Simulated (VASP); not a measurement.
Consider the following.

```
ZrB2
1.0
    1.59211    -2.75761     0.00000
    1.59211     2.75761     0.00000
    0.00000     0.00000     3.64085
Zr B
1 2
Direct
  0.00000   0.00000   0.00000
  0.33333   0.66667   0.50000
  0.66667   0.33333   0.50000
```

All values below come from vdW-DF2, VASP's PBE PAW potentials (set 64) (plane waves; VASP). Run with 520 eV cut-off, 12×12×9 Γ-centred mesh, tetrahedra with Blöchl corrections, potentials Zr_sv B.

The cores are frozen, which limits the accuracy of field gradients.

Question: Give the principal components of the electric field gradient (V/Å²) and the asymmetry η at each nucleus.

Answer: 
```tsv
atom	Vxx	Vyy	Vzz	η
Zr1	-21.1	-21.1	42.1	0.00
B2	-1.6	-1.6	3.2	0.00
B3	-1.6	-1.6	3.2	0.00
```

The compound is ZrB2 in the AlB2 type structure. It was relaxed first.
